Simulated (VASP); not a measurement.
Energy against volume of CeO₂ (fluorite). Method: vdW-DF2, VASP's PBE PAW potentials (set 64) (plane waves; VASP). Settings: 520 eV cut-off, 7×7×7 Γ-centred mesh, Gaussian smearing of 0.050 eV, potentials Ce O.

```
V (Å³/atom)  E (eV/atom)
-----------  -----------
13.637          -6.58948
14.072          -6.61180
14.507          -6.61920
14.943          -6.61396
```

### Question
Fit these four points and predict the energy of the run at 15.378 Å³/atom.

### Answer
A cubic in V^(−2/3), the third-order Birch-Murnaghan form, passes through the four points with V0 = 14.53 Å³/atom and B0 = 153 GPa, and gives -6.5981 eV/atom there. The run gave -6.5980 eV/atom, +0.1 meV/atom from the fit; all five points give B0 = 154 GPa.

The compound is CeO2 in the fluorite structure. It was relaxed first, which changed the volume by +10 %. The run is not spin-polarised, so no magnetic state was tried.
